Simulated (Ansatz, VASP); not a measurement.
# Cross-check of PtC between VASP and Ansatz, part 2 of 2

One calculation is typed for both programs; each brings its own data sets. How far apart do they land? The cell is generated by rule, not measured, and may not be a known phase. The cell is taken from a series of runs on this material, whose earlier steps may have relaxed, scaled, displaced or heated it; both programs get it as it stands.

VASP 6.6.1 and Ansatz 0.2.0.

So far. Step 2 (Ansatz: single point, PBE, pair 1): The run ends at a pressure of -0.05 GPa, with forces up to 0.31 eV/Å. Step 3 (VASP: single point, PBE, pair 1): The run ends at a pressure of 0.23 GPa, with forces up to 0.32 eV/Å.

The structure was built from a prototype and need not be the compound's stable phase.

### Step 5. Ansatz: single point, PBE, pair 2

Level of this step: Ansatz beside VASP: Kohn-Sham DFT, plane waves, PBE (Ansatz).

With cell and atoms fixed, the geometry can't cause a difference; cores, projectors, grids and the points listed under the comparison can.

The cell is taken from a series of runs on this material, whose earlier steps may have relaxed, scaled, displaced or heated it; both programs get it as it stands.

Contents of input.yaml:

```yaml
crystal:
  lattice:
    - [-5.0247504398, -2.9010410191, 0.0]
    - [-5.0247504398, 2.901041019, 0.0]
    - [0.0, 0.0, -8.8253723278]
  atoms:
    - { symbol: Pt, position: [0.3333333333, 0.0091824266, 0.75] }
    - { symbol: Pt, position: [0.0091824275, 0.6574844062, 0.75] }
    - { symbol: Pt, position: [0.6574842392, 0.3333335003, 0.75] }
    - { symbol: Pt, position: [0.3333333333, 0.6574842401, 0.25] }
    - { symbol: Pt, position: [0.0091824275, 0.3333331663, 0.25] }
    - { symbol: Pt, position: [0.6574842392, 0.0091822605, 0.25] }
    - { symbol: C, position: [0.3333333333, 0.6804548206, 0.75] }
    - { symbol: C, position: [-0.0137881089, 0.3333335609, 0.75] }
    - { symbol: C, position: [0.6804547756, -0.0137878813, 0.75] }
    - { symbol: C, position: [0.3333333333, -0.0137881539, 0.25] }
    - { symbol: C, position: [-0.0137881089, 0.680454548, 0.25] }
    - { symbol: C, position: [0.6804547756, 0.3333331057, 0.25] }
kpoints:
  mp_grid: { grid: [9, 9, 4] }
hamiltonian:
  xc: pbe
scf:
  occupations: { method: methfessel_paxton, width: 0.2 }
output:
  forces: true
  stress: true
  eigenvalues: true
```

Run with:

```
> ansatz run input.yaml --threads 4 --pin off --max-ram 7168MiB --backend cpu --events-out ev --progress --plain --runs-dir out
```

Numbers of over 12 decimals in the logs are rounded to 6 here.

Output:

```text
[...]
Crystal: 12 atoms, lattice volume = 257.295 Å³
Basis set: ecut = 420 eV, 5057 PW (Γ), exchange–correlation on 80×80×120 points (8 copies of the dense FFT grid, shifted against one another)
Bands: 80, of which v1, the nominal top of the filled ones, is band 66 counted from 1 (65 counted from 0)
Symmetry: 24 space group operations
[...]
k-point 0: bands = [... 62 lower, 5.6651, 5.6651, 5.6735, 5.6735, 6.9365, 6.9365, 6.9721, 6.9721, ... 10 higher]
  k-point 1: bands = [... 62 lower, 5.6729, 5.6729, 5.6788, 5.6788, 6.9373, 6.9373, 6.9625, 6.9625, ... 10 higher]
  k-point 2: bands = [... 62 lower, 5.6825, 5.6825, 5.6825, 5.6825, 6.9455, 6.9455, 6.9455, 6.9455, ... 10 higher]
  k-point 35: bands = [... 62 lower, 7.5711, 7.5711, 7.5711, 7.5711, 8.3322, 8.3322, 8.5285, 8.5285, ... 10 higher]
[key lines of the parts left out:]
SCF converged after 7 iterations
Free energy (F): -76629.208500 eV
Fermi energy:    7.710718 eV
P = ⅓ Tr σ = -0.3045 GPa (-3.045 kbar)
```

The run ends at a pressure of -0.30 GPa, with forces up to 0.63 eV/Å.

### Step 6. VASP: single point, PBE, pair 2

The same cell, functional, mesh and smearing now go to VASP, with its own data sets.

Contents of INCAR:

```
SYSTEM = PtC
PREC = Accurate
ENCUT = 600
EDIFF = 1E-06
NELM = 120
ISMEAR = 1
SIGMA = 0.2
LREAL = .FALSE.
ALGO = Normal
GGA = PE
NBANDS = 54
LASPH = .TRUE.
LORBIT = 11
LWAVE = .FALSE.
LCHARG = .FALSE.
ISIF = 2
GGA_COMPAT = .FALSE.
KPAR = 2
```

Contents of POSCAR:

```
PtC
1.0
   -5.0247504398     -2.9010410191      0.0000000000
   -5.0247504398      2.9010410190      0.0000000000
    0.0000000000      0.0000000000     -8.8253723278
Pt C
6 6
Direct
    0.3333333333      0.0091824266      0.7500000000
    0.0091824275      0.6574844062      0.7500000000
    0.6574842392      0.3333335003      0.7500000000
    0.3333333333      0.6574842401      0.2500000000
    0.0091824275      0.3333331663      0.2500000000
    0.6574842392      0.0091822605      0.2500000000
    0.3333333333      0.6804548206      0.7500000000
    0.9862118911      0.3333335609      0.7500000000
    0.6804547756      0.9862121187      0.7500000000
    0.3333333333      0.9862118461      0.2500000000
    0.9862118911      0.6804545480      0.2500000000
    0.6804547756      0.3333331057      0.2500000000
```

Contents of KPOINTS:

```
Automatic mesh
0
Gamma
9 9 4
0 0 0
```

PAW data sets: Pt and C (PBE family, release 64).

Run with:

```
> mpirun -np 2 vasp_std
```

Output:

```text
[... set-up lines as in an earlier step ...]
 entering main loop
       N       E                     dE             d eps       ncg     rms          rms(c)
DAV:   1     0.531593868445E+03    0.53159E+03   -0.42603E+04  3888   0.156E+03
DAV:   2    -0.448917939945E+02   -0.57649E+03   -0.54390E+03  4450   0.299E+02
DAV:   3    -0.887173722680E+02   -0.43826E+02   -0.42297E+02  4904   0.759E+01
DAV:   4    -0.903255090289E+02   -0.16081E+01   -0.15896E+01  4724   0.151E+01
[...]
DAV:  13    -0.772820819798E+02   -0.46762E-05   -0.75531E-05  4298   0.415E-02    0.879E-03
DAV:  14    -0.772820805707E+02    0.14091E-05   -0.73916E-06  4442   0.100E-02    0.218E-03
DAV:  15    -0.772820805771E+02   -0.63874E-08   -0.28000E-07  2268   0.260E-03
   1 F= -.77282081E+02 E0= -.77285745E+02  d E =0.109947E-01
```

Parts of OUTCAR (step 6):

```text
  Total       -0.0357040     -0.0357040     -0.1465272     -0.0000000      0.0000000      0.0000000
  in kB       -0.2223290     -0.2223290     -0.9124253     -0.0000000      0.0000000      0.0000000
  external PRESSURE =      -0.4523611 kB  Pullay stress =       0.0000000 kB

 POSITION                                       TOTAL-FORCE (eV/Angst)
 -----------------------------------------------------------------------------------
     -1.72106     -0.94038     -6.61903        -0.551469      0.318391     -0.000000
     -3.34983      1.88075     -6.61903        -0.000000     -0.636782     -0.000000
     -4.97861     -0.94037     -6.61903         0.551469      0.318391     -0.000000
     -4.97861      0.94038     -2.20634         0.551469     -0.318391     -0.000000
     -1.72106      0.94037     -2.20634        -0.551469     -0.318391     -0.000000
     -3.34983     -1.88075     -2.20634        -0.000000      0.636782     -0.000000
     -5.09403      1.00701     -6.61903         0.111139     -0.064166      0.000000
     -6.63039     -1.89403     -6.61903        -0.111139     -0.064166      0.000000
     -8.37459      0.88701     -6.61903        -0.000000      0.128332     -0.000000
     -6.63039      1.89403     -2.20634        -0.111139      0.064166      0.000000
     -8.37458     -0.88701     -2.20634        -0.000000     -0.128332     -0.000000
     -5.09403     -1.00701     -2.20634         0.111139      0.064166      0.000000
 -----------------------------------------------------------------------------------
    total drift:                                0.000387     -0.000243     -0.000008

  FREE ENERGIE OF THE ION-ELECTRON SYSTEM (eV)
  ---------------------------------------------------
  free  energy   TOTEN  =       -77.2820805771 eV

  energy  without entropy=      -77.2930753097  energy(sigma->0) =      -77.28574549

[... 2 parts as in an earlier step ...]

[... 1 further part left out ...]
[key lines of the parts left out:]
E-fermi :   2.9646
```

The run ends at a pressure of -0.05 GPa, with forces up to 0.64 eV/Å.

### Step 7. Side by side

What differs besides the data sets and the points named for the pairs above, as far as they apply: the data sets hold 132 valence electrons in Ansatz (on its default PAW (the set named soft_2) files) and 84 in VASP. Total energies have different zeros and are not compared.

The two programs side by side:

```tsv
quantity	Ansatz	VASP	difference
pressure (GPa)	-0.30	-0.05	-0.26
```

Forces on 7 of the 12 atoms, those with the largest forces and the largest differences (eV/Å; atoms numbered as in POSCAR):

```tsv
atom	Ansatz x, y, z	VASP x, y, z
Pt1	-0.542, 0.313, 0.000	-0.551, 0.318, 0.000
Pt2	0.000, -0.625, 0.000	0.000, -0.637, 0.000
Pt3	0.542, 0.313, 0.000	0.551, 0.318, 0.000
Pt4	0.542, -0.313, 0.000	0.551, -0.318, 0.000
Pt5	-0.542, -0.313, 0.000	-0.551, -0.318, 0.000
Pt6	0.000, 0.625, 0.000	0.000, 0.637, 0.000
C8	-0.120, -0.069, 0.000	-0.111, -0.064, 0.000
```

The forces differ by 6.2 meV/Å r.m.s., which is 2.3 % of the r.m.s. force of 0.265 eV/Å (both taken over all components).

### Step 8. Ansatz: single point, PBE, pair 3

With cell and atoms fixed, the geometry can't cause a difference; cores, projectors, grids and the points listed under the comparison can.

The cell is taken from a series of runs on this material, whose earlier steps may have relaxed, scaled, displaced or heated it; both programs get it as it stands.

Contents of input.yaml:

```yaml
crystal:
  lattice:
    - [-5.0247504398, -2.9010410191, 0.0]
    - [-5.0247504398, 2.901041019, 0.0]
    - [0.0, 0.0, -8.8253723278]
  atoms:
    - { symbol: Pt, position: [0.3333333333, 0.0160692465, 0.75] }
    - { symbol: Pt, position: [0.0160692481, 0.6505977108, 0.75] }
    - { symbol: Pt, position: [0.6505974185, 0.3333336256, 0.75] }
    - { symbol: Pt, position: [0.3333333333, 0.6505974202, 0.25] }
    - { symbol: Pt, position: [0.0160692481, 0.3333330411, 0.25] }
    - { symbol: Pt, position: [0.6505974185, 0.0160689559, 0.25] }
    - { symbol: C, position: [0.3333333333, 0.690795936, 0.75] }
    - { symbol: C, position: [-0.0241291906, 0.3333337316, 0.75] }
    - { symbol: C, position: [0.6907958573, -0.0241287923, 0.75] }
    - { symbol: C, position: [0.3333333333, -0.0241292693, 0.25] }
    - { symbol: C, position: [-0.0241291906, 0.6907954589, 0.25] }
    - { symbol: C, position: [0.6907958573, 0.333332935, 0.25] }
kpoints:
  mp_grid: { grid: [9, 9, 4] }
hamiltonian:
  xc: pbe
scf:
  occupations: { method: methfessel_paxton, width: 0.2 }
output:
  forces: true
  stress: true
  eigenvalues: true
```

Run with:

```
> ansatz run input.yaml --threads 4 --pin off --max-ram 7168MiB --backend cpu --events-out ev --progress --plain --runs-dir out
```

Output:

```text
[...]
Crystal: 12 atoms, lattice volume = 257.295 Å³
Basis set: ecut = 420 eV, 5057 PW (Γ), exchange–correlation on 80×80×120 points (8 copies of the dense FFT grid, shifted against one another)
Bands: 80, of which v1, the nominal top of the filled ones, is band 66 counted from 1 (65 counted from 0)
Symmetry: 24 space group operations
[...]
k-point 0: bands = [... 62 lower, 5.6427, 5.6427, 5.6603, 5.6603, 6.8968, 6.8968, 6.9523, 6.9523, ... 10 higher]
  k-point 1: bands = [... 62 lower, 5.6518, 5.6518, 5.6642, 5.6642, 6.9005, 6.9005, 6.9398, 6.9398, ... 10 higher]
  k-point 2: bands = [... 62 lower, 5.6646, 5.6646, 5.6646, 5.6646, 6.9158, 6.9158, 6.9158, 6.9158, ... 10 higher]
  k-point 35: bands = [... 62 lower, 7.3951, 7.3951, 7.3951, 7.3951, 8.2361, 8.2361, 8.5749, 8.5749, ... 10 higher]
[key lines of the parts left out:]
SCF converged after 7 iterations
Free energy (F): -76629.287754 eV
Fermi energy:    7.668232 eV
P = ⅓ Tr σ = -0.8037 GPa (-8.037 kbar)
```

The run ends at a pressure of -0.80 GPa, with forces up to 1.0 eV/Å.

### Step 9. VASP: single point, PBE, pair 3

The same cell, functional, mesh and smearing now go to VASP, with its own data sets.

INCAR is that of step 6.

Contents of POSCAR:

```
PtC
1.0
   -5.0247504398     -2.9010410191      0.0000000000
   -5.0247504398      2.9010410190      0.0000000000
    0.0000000000      0.0000000000     -8.8253723278
Pt C
6 6
Direct
    0.3333333333      0.0160692465      0.7500000000
    0.0160692481      0.6505977108      0.7500000000
    0.6505974185      0.3333336256      0.7500000000
    0.3333333333      0.6505974202      0.2500000000
    0.0160692481      0.3333330411      0.2500000000
    0.6505974185      0.0160689559      0.2500000000
    0.3333333333      0.6907959360      0.7500000000
    0.9758708094      0.3333337316      0.7500000000
    0.6907958573      0.9758712077      0.7500000000
    0.3333333333      0.9758707307      0.2500000000
    0.9758708094      0.6907954589      0.2500000000
    0.6907958573      0.3333329350      0.2500000000
```

KPOINTS is that of step 6.

Run with:

```
> mpirun -np 2 vasp_std
```

Output:

```text
[... set-up lines as in an earlier step ...]
 entering main loop
       N       E                     dE             d eps       ncg     rms          rms(c)
DAV:   1     0.531302188897E+03    0.53130E+03   -0.42592E+04  3888   0.156E+03
DAV:   2    -0.447889521661E+02   -0.57609E+03   -0.54368E+03  4430   0.299E+02
DAV:   3    -0.888530782468E+02   -0.44064E+02   -0.42514E+02  4930   0.758E+01
DAV:   4    -0.903742764325E+02   -0.15212E+01   -0.15061E+01  4728   0.146E+01
[...]
DAV:  13    -0.773690374520E+02   -0.52046E-05   -0.66521E-05  4262   0.392E-02    0.875E-03
DAV:  14    -0.773690360121E+02    0.14400E-05   -0.75005E-06  4460   0.991E-03    0.219E-03
DAV:  15    -0.773690360625E+02   -0.50492E-07   -0.33770E-07  2300   0.286E-03
   1 F= -.77369036E+02 E0= -.77369133E+02  d E =0.291321E-03
```

From OUTCAR (step 9):

```text
  Total       -1.2654721     -1.2654721     -0.2038420     -0.0000000      0.0000000     -0.0000000
  in kB       -7.8801003     -7.8801003     -1.2693252     -0.0000000      0.0000000     -0.0000000
  external PRESSURE =      -5.6765086 kB  Pullay stress =       0.0000000 kB

 POSITION                                       TOTAL-FORCE (eV/Angst)
 -----------------------------------------------------------------------------------
     -1.75566     -0.92040     -6.61903        -0.895173      0.516828      0.000000
     -3.34984      1.84079     -6.61903         0.000000     -1.033656      0.000000
     -4.94401     -0.92040     -6.61903         0.895173      0.516828     -0.000000
     -4.94401      0.92040     -2.20634         0.895173     -0.516828      0.000000
     -1.75566      0.92040     -2.20634        -0.895173     -0.516828     -0.000000
     -3.34983     -1.84079     -2.20634         0.000000      1.033656     -0.000000
     -5.14599      1.03701     -6.61903         0.460981     -0.266147      0.000000
     -6.57843     -1.86403     -6.61903        -0.460981     -0.266147     -0.000000
     -8.37459      0.82702     -6.61903         0.000000      0.532294     -0.000000
     -6.57842      1.86403     -2.20634        -0.460981      0.266147      0.000000
     -8.37458     -0.82702     -2.20634         0.000000     -0.532294     -0.000000
     -5.14599     -1.03701     -2.20634         0.460981      0.266147      0.000000
 -----------------------------------------------------------------------------------
    total drift:                                0.000679     -0.000423     -0.000014

  FREE ENERGIE OF THE ION-ELECTRON SYSTEM (eV)
  ---------------------------------------------------
  free  energy   TOTEN  =       -77.3690360625 eV

  energy  without entropy=      -77.3693273840  energy(sigma->0) =      -77.36913317

[... 2 parts as in an earlier step ...]

[... 1 further part left out ...]
[key lines of the parts left out:]
E-fermi :   2.9225
```

The run ends at a pressure of -0.57 GPa, with forces up to 1.0 eV/Å.

### Step 10. Comparison

What differs besides the data sets and the points named for the pairs above, as far as they apply: the data sets hold 132 valence electrons in Ansatz (on its default PAW (the set named soft_2) files) and 84 in VASP. Total energies have different zeros and are not compared.

Both answers:

```tsv
quantity	Ansatz	VASP	difference
pressure (GPa)	-0.80	-0.57	-0.24
```

Forces on 7 of the 12 atoms, those with the largest forces and the largest differences (eV/Å; atoms numbered as in POSCAR):

```tsv
atom	Ansatz x, y, z	VASP x, y, z
Pt1	-0.867, 0.501, 0.000	-0.895, 0.517, 0.000
Pt2	0.000, -1.001, 0.000	0.000, -1.034, 0.000
Pt3	0.867, 0.501, 0.000	0.895, 0.517, 0.000
Pt4	0.867, -0.501, 0.000	0.895, -0.517, 0.000
Pt5	-0.867, -0.501, 0.000	-0.895, -0.517, 0.000
Pt6	0.000, 1.001, 0.000	0.000, 1.034, 0.000
C12	0.465, 0.268, 0.000	0.461, 0.266, 0.000
```

The forces differ by 13 meV/Å r.m.s., which is 2.8 % of the r.m.s. force of 0.475 eV/Å (both taken over all components).

### Step 11. Outcome

```json
{"r.m.s. force difference (single point, PBE, pair 1)": "4.5 meV/Å", "r.m.s. force difference (single point, PBE, pair 2)": "2.3 % of the r.m.s. force", "r.m.s. force difference (single point, PBE, pair 3)": "2.8 % of the r.m.s. force"}
```

The r.m.s. force difference is 2.8 % of the r.m.s. force (single point, PBE, pair 3), within the 3 % picked in this series as the mark of a large difference. The data sets hold unlike numbers of valence electrons (132 in Ansatz and 84 in VASP), so part of the differences comes from the potentials. 4 further runs of this series are not shown here. Such differences can come from data sets, numerical settings and the points named under the comparisons, not from the functional's error against experiment.

[Lines on the potential files, build, host, timing and source positions are cut from VASP's logs without a mark.]

[Logs are printed without paths, hosts, clocks, repeated set-up lines and the standing remarks that a program may print on its own settings, such as how far it seeks lower states.]

[Hosts, paths, dates, database ids (printed as entryN), source tags and the programs' standing remarks are cut or masked in the printed files.]
